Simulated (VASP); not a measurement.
Data:

```
BaZrO3
1.0
    4.21878     0.00000     0.00000
    0.00000     4.21878     0.00000
    0.00000     0.00000     4.21878
Ba Zr O
1 1 3
Direct
  0.00000   0.00000   0.00000
  0.50000   0.50000   0.50000
  0.50000   0.00000   0.50000
  0.00000   0.50000   0.50000
  0.50000   0.50000   0.00000
```

Method: PBE GGA with D3 dispersion (zero damping), VASP's PBE PAW potentials (set 64) (plane waves; VASP). Settings: 520 eV cut-off, Gaussian smearing of 0.050 eV, potentials Ba_sv Zr_sv O.

Unless said otherwise, spin-orbit coupling is left out, though it shifts the bands of the heavy elements here.

Task: Give the energies of bands 12 to 23 at the high-symmetry points, in eV from the valence-band maximum.

Result: 
```
band      Γ      X      M      R
----  -----  -----  -----  -----
12    -1.48  -3.61  -3.69  -3.67
13    -1.48  -1.89  -3.68  -3.67
14    -1.48  -1.89  -3.63  -3.48
15    -0.96  -1.77  -2.34  -2.53
16    -0.96  -1.70  -2.34  -2.53
17    -0.96  -1.70  -0.93  -2.53
18    -0.24  -1.63  -0.93   0.00
19    -0.24  -0.48  -0.83   0.00
20    -0.24  -0.48  -0.07   0.00
21     3.15   3.57   5.55   5.90
22     3.15   5.58   5.55   5.90
23     3.15   5.58   6.34   5.90
```

The gap is indirect, 3.15 eV, from the valence maximum at R to the conduction minimum at Γ.

The compound is BaZrO3 in the cubic perovskite structure. It was relaxed first.
